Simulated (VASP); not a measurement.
These are PBE GGA, VASP's PBE PAW potentials (set 64) (plane waves; VASP) values and carry that method's errors.

The input files of a VASP run:

File POSCAR:
```
SnTe
1
    0.0000000000     3.2032376945     3.2032376945
    3.2032376945     0.0000000000     3.2032376945
    3.2032376945     3.2032376945     0.0000000000
Sn Te
1 1
Direct
  0.0000000000   0.0000000000   0.0000000000
  0.5000000000   0.5000000000   0.5000000000
```

**INCAR**
```
SYSTEM = SnTe
PREC = Accurate
ENCUT = 520
EDIFF = 1E-7
NELM = 100
ALGO = Normal
LREAL = .FALSE.
LASPH = .TRUE.
ISMEAR = 0
SIGMA = 0.05
GGA = PE
LMAXMIX = 4
LWAVE = .FALSE.
LCHARG = .FALSE.
LORBIT = 11
ICHARG = 11
```

KPOINTS:
```
k-points along high-symmetry lines
15
Line-mode
Reciprocal
  0.000000   0.000000   0.000000 ! GAMMA
  0.500000   0.000000   0.500000 ! X

  0.500000   0.000000   0.500000 ! X
  0.625000   0.250000   0.625000 ! U

  0.375000   0.375000   0.750000 ! K
  0.000000   0.000000   0.000000 ! GAMMA

  0.000000   0.000000   0.000000 ! GAMMA
  0.500000   0.500000   0.500000 ! L

  0.500000   0.500000   0.500000 ! L
  0.500000   0.250000   0.750000 ! W

  0.500000   0.250000   0.750000 ! W
  0.500000   0.000000   0.500000 ! X
```

POTCAR, in this order: Sn_d Te (PBE.64 set). Program: vasp_std. Read from the step before: CHGCAR.

The resulting files:

File OUTCAR:
```
 ion  position               nearest neighbor table
   1  0.000  0.000  0.000-   2 3.20   2 3.20   2 3.20   2 3.20   2 3.20   2 3.20
   2  0.500  0.500  0.500-   1 3.20   1 3.20   1 3.20   1 3.20   1 3.20   1 3.20
  LATTYP: Found a face centered cubic cell.
 ALAT       =     6.4064753890
 Subroutine PRICEL returns:
 Original cell was already a primitive cell.
 Subroutine GETGRP returns: Found 48 space group operations
The static configuration has the point symmetry O_h .
The dynamic configuration has the point symmetry O_h .
 Subroutine INISYM returns: Found 48 space group operations
   k-points           NKPTS =     90   k-points in BZ     NKDIM =     90   number of bands    NBANDS=     14
   number of dos      NEDOS =    301   number of ions     NIONS =      2
   total plane-waves  NPLWV =  46656
   dimension x,y,z NGX =    36 NGY =   36 NGZ =   36
   dimension x,y,z NGXF=    72 NGYF=   72 NGZF=   72
   ions per type =               1   1
   PREC   = accura    normal or accurate (medium, high low for compatibility)
   ISTART =      0    job   : 0-new  1-cont  2-samecut
   ICHARG =     11    charge: 1-file 2-atom 10-const
   ISPIN  =      1    spin polarized calculation?
   LNONCOLLINEAR =      F non collinear calculations
   LSORBIT =      F    spin-orbit coupling
   INIWAV =      1    electr: 0-lowe 1-rand  2-diag
   ENCUT  =  520.0 eV  38.22 Ry    6.18 a.u.   8.42  8.42  8.42*2*pi/ulx,y,z
...
```

**OSZICAR**
```
       N       E                     dE             d eps       ncg     rms          rms(c)
DAV:   1     0.121422771867E+03    0.12142E+03   -0.97829E+03  2526   0.161E+03
DAV:   2     0.254440045043E+01   -0.11888E+03   -0.11659E+03  2664   0.360E+02
DAV:   3    -0.756332815541E+01   -0.10108E+02   -0.98354E+01  3270   0.965E+01
DAV:   4    -0.783297139888E+01   -0.26964E+00   -0.26927E+00  3056   0.171E+01
DAV:   5    -0.784368770907E+01   -0.10716E-01   -0.10715E-01  3560   0.321E+00
DAV:   6    -0.784410428669E+01   -0.41658E-03   -0.41658E-03  3428   0.500E-01
DAV:   7    -0.784410892503E+01   -0.46383E-05   -0.46388E-05  3568   0.556E-02
DAV:   8    -0.784410900894E+01   -0.83915E-07   -0.83116E-07  3246   0.727E-03
   1 F= -.78441090E+01 E0= -.78436006E+01  d E =-.101691E-02
```

OUTCAR:
```
 val. band max:        6.3492292217   @ k =   0.5000   0.5000   0.5000

 cond. band min:       6.3956570898   @ k =   0.5000   0.5000   0.5000



 k-point     1 :       0.0000    0.0000    0.0000
  band No.  band energies     occupation
      1     -15.5381      2.00000
      2     -15.5381      2.00000
      3     -15.5349      2.00000
      4     -15.5349      2.00000
      5     -15.5349      2.00000
      6      -6.0925      2.00000
      7       1.4857      2.00000
      8       4.3428      2.00000
      9       4.3428      2.00000
     10       4.3428      2.00000
     11       9.5950      0.00000
     12       9.5950      0.00000
     13       9.5950      0.00000
     14      11.1919      0.00000

 k-point     2 :       0.0357    0.0000    0.0357
  band No.  band energies     occupation
      1     -15.5382      2.00000
      2     -15.5380      2.00000
      3     -15.5350      2.00000
      4     -15.5348      2.00000
      5     -15.5348      2.00000
      6      -6.0791      2.00000
      7       1.4121      2.00000
      8       4.3174      2.00000
      9       4.3174      2.00000
     10       4.4512      2.00000
     11       9.3515      0.00000
     12       9.5969      0.00000
     13       9.5969      0.00000
     14      11.1012      0.00000

 k-point     3 :       0.0714    0.0000    0.0714
  band No.  band energies     occupation
      1     -15.5386      2.00000
      2     -15.5379      2.00000
      3     -15.5351      2.00000
      4     -15.5345      2.00000
      5     -15.5345      2.00000
      6      -6.0390      2.00000
      7       1.2215      2.00000
      8       4.2442      2.00000
      9       4.2442      2.00000
     10       4.7410      2.00000
     11       8.7743      0.00000
     12       9.6089      0.00000
     13       9.6089      0.00000
     14      10.8773      0.00000

 k-point     4 :       0.1071    0.0000    0.1071
  band No.  band energies     occupation
      1     -15.5393      2.00000
...
```

The density is held fixed in this step, so its total energy and stress have no physical meaning. Unless said otherwise, spin-orbit coupling is left out, though it shifts the bands of the heavy elements here.

The compound is SnTe in the rock salt structure, which distorts at low temperature. It was relaxed first.
